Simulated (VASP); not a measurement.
An input for Ansatz (written as the equivalent of a VASP run, and not itself run):

Ansatz 0.2 input:
```yaml
crystal:
  lattice:
    - [0.0000000, 2.5895501, 2.5895501]
    - [2.5895501, 0.0000000, 2.5895501]
    - [2.5895501, 2.5895501, 0.0000000]
  atoms:
    - { symbol: Al, position: [0.0000000, 0.0000000, 0.0000000] }
    - { symbol: P, position: [0.2500000, 0.2500000, 0.2500000] }
kpoints:
  mp_grid: { grid: [9, 9, 9] }
hamiltonian:
  xc: pbesol
  pseudopotentials: { kind: paw }
scf:
  occupations: { method: gaussian, width: 0.05 }
  max_iter: 100
relax:
  max_steps: 40
  f_tol: 0.02
  cell: { p_target: 30 }
output: { forces: true, stress: true, eigenvalues: true }
```

**Question.** Write the VASP files for the same calculation (PBEsol).

**Answer.** This is not unique; one that fits is 
### POSCAR
```
AlP
1
    0.0000000000     2.5895501055     2.5895501055
    2.5895501055     0.0000000000     2.5895501055
    2.5895501055     2.5895501055     0.0000000000
Al P
1 1
Direct
  0.0000000000   0.0000000000   0.0000000000
  0.2500000000   0.2500000000   0.2500000000
```

### INCAR
```
ALGO=Normal
EDIFF=1E-6
EDIFFG=-0.02
ENCUT=500
GGA=PS
IBRION=2
ISIF=3
ISMEAR=0
LASPH=.TRUE.
LCHARG=.FALSE.
LREAL=.FALSE.
LWAVE=.FALSE.
NELM=100
NSW=40
PREC=Accurate
PSTRESS=300
SIGMA=0.05
SYSTEM=AlP
```

### KPOINTS
```
Regular mesh
0
gamma
  9 9 9
0 0 0
```

POTCAR, in this order: Al P (PBE.64 set). Program: vasp_std.

What does not carry over: each code has its own PAW files, so the cut-off isn't converted (ENCUT is set for VASP's; basis.ecutwfc is left out, and Ansatz then takes the one that its files recommend); Ansatz stops its SCF on the density residual and VASP on the energy change (EDIFF).

The structure was generated: AlP was put into the zinc blende type (F-43m), which need not be its known phase. This run relaxes it under an external pressure of 30 GPa. Symmetry was kept, so distortions that lower it aren't found.
